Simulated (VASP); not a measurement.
Given:

```
CELL_PARAMETERS angstrom
      0.00000     1.96290     1.96290
      1.96290     0.00000     1.96290
      1.96290     1.96290     0.00000
ATOMIC_POSITIONS crystal
  Zn 0.00000 0.00000 0.00000
```

Computed with r2SCAN meta-GGA, VASP's PBE PAW potentials (set 64) (plane waves; VASP 6.6.1). Run with 400 eV cut-off, 14×14×14 Γ-centred mesh, first-order Methfessel-Paxton smearing of 0.10 eV, potentials Zn.

Energy and stress use the plane-wave basis of the starting cell.

**Question.** The ions, cell shape and volume are relaxed. Predict the relaxed structure.

**Answer.** 
```
CELL_PARAMETERS angstrom
      0.00000     1.92871     1.92871
      1.92871     0.00000     1.92871
      1.92871     1.92871     0.00000
ATOMIC_POSITIONS crystal
  Zn 0.00000 0.00000 0.00000
```
Space group Fm-3m (225), at a tolerance of 0.03 Å.

**Question.** How do energy and volume change from the first to the last step?

**Answer.** The energy (σ→0) changes by -11.3 meV/atom and the volume by -5.1 %, in 3 ionic steps.

| step | E(σ→0) (eV) | max force (eV/Å) | pressure (GPa) | volume (Å³) |
|---|---|---|---|---|
| 1 | -8.8612 | 0.000 | -4.31 | 15.13 |
| 2 | -8.8723 | 0.000 | 0.70 | 14.25 |
| 3 | -8.8725 | 0.000 | 0.08 | 14.35 |

The structure was generated: Zn was put into the fcc type (Fm-3m), which need not be its known phase. This run relaxes it. Symmetry was kept, so distortions that lower it aren't found.
